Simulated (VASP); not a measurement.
W: single point with PBE

Crystal: W.

```
W
1.0
    -1.56014    1.56014    1.56014
     1.56014   -1.56014    1.56014
     1.56014    1.56014   -1.56014
W
1
Direct
  0.00000 0.00000 0.00000
```

The cell isn't the ideal one: a relaxed cell with its volume scaled by 0.94.

| Quantity | Value |
| --- | --- |
| Program | VASP 6.6.1 |
| Task | single point |
| Functional | PBE |
| Potentials or basis | VASP PAW PBE potentials, release 64 (W_sv) |
| Cutoff | 520 eV |
| k mesh | 18 × 18 × 18 |
| Occupations | methfessel-paxton, width 0.2 eV |
| Spin | no spin polarisation |

| Quantity | Value |
| --- | --- |
| Pressure | 21.7 GPa |
| Band gap on the k mesh | none (metal or under the smearing width) |

Levels at points of the mesh, in eV from the Fermi level:
```
           k point  band 3  band 4  band 5  band 6  band 7  band 8  band 9  band 10  band 11
(0.00, 0.00, 0.00)  -37.61  -37.61   -9.86   -1.29   -1.29   -1.29    2.37     2.37    14.62
(0.50, 0.00, 0.00)  -38.09  -37.62   -6.55   -3.77    0.85    2.29    3.33     6.55    11.61
(0.50, 0.50, 0.50)  -38.64  -38.64   -6.18   -6.18    5.49    5.49    5.49     8.61     8.61
```

It took 13 s on 1 thread of AMD EPYC 9R45 96-Core Processor (Zen 5), with other jobs on the host, peak memory 0.12 GiB.

Caveat: so large a pressure means that the cell lies far from this level's equilibrium, or that cutoff or potentials fall short. Spin-orbit coupling is left out, which matters for the levels of W.
